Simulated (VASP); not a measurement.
Data:

```
BeTe
1.0
    3.78601     0.00000     0.00000
   -1.89301     3.27878     0.00000
    0.00000     0.00000     6.26118
Be Te
2 2
Direct
  0.33333   0.66667   0.00101
  0.66667   0.33333   0.50101
  0.33333   0.66667   0.37399
  0.66667   0.33333   0.87399
```

These are PBEsol GGA, VASP's PBE PAW potentials (set 64) (plane waves; VASP) values and carry that method's errors. Numerical set-up: 500 eV cut-off, 7×7×4 Γ-centred mesh, Gaussian smearing of 0.050 eV, potentials Be Te.

Question: Predict the energy per atom (σ→0), pressure.

Answer: 
```json
{
  "energy per atom (σ→0)": "-4.029 eV/atom",
  "pressure": "99.5 kbar"
}
```

The absolute energy has meaning only against runs of the same code, potentials and settings.

The structure was generated: BeTe was put into the wurtzite type (P6_3mc), which need not be its known phase. It was relaxed first under an external pressure of 10 GPa.
